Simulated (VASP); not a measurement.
**CsPt: equation of state with PBE**

Crystal: CsPt.

```
Cs Pt
1.0
     3.43699    0.00000    0.00000
    -1.71849    2.97652    0.00000
     0.00000    0.00000    5.58143
Cs Pt
1 1
Cartesian
  0.0000 0.0000 0.0000
  0.0000 1.9844 2.7907
```

The cell was built by a generator and needn't be a form met in nature.

* Program: VASP 6.6.1
* Task: equation of state
* Functional: PBE
* Potentials or basis: VASP PAW PBE potentials, release 64 (Cs_sv, Pt)
* Cutoff: 520 eV
* k mesh: 9 × 9 × 5
* Occupations: fermi-dirac, width 0.05 eV
* Spin: no spin polarisation
* Further INCAR settings: ALGO = Normal; EDIFF = 1e-07; NBANDS = 16

| Quantity | Value |
| --- | --- |
| Equilibrium volume | 28.92 Å³/atom |
| Bulk modulus at fixed shape and positions | 33 GPa |
| Pressure derivative of the bulk modulus | 5.4 |

Energy against volume, from the lowest point:
```tsv
volume (Å³/atom)	energy (meV/atom)
26.837	18.16
27.408	9.07
27.979	3.27
28.550	0.36
29.121	0.00
29.692	1.88
30.263	5.73
```

All runs of the series together: 3.5 min on 1 thread of Intel(R) Xeon(R) Platinum 8559C (Emerald Rapids), with other jobs on the host.

Caveat: the cell was scaled at fixed shape and fractional positions, which overstates the stiffness of a crystal with free parameters, most of all of layers and chains. The run has no spin-orbit coupling, so splittings on Cs, Pt are missing.
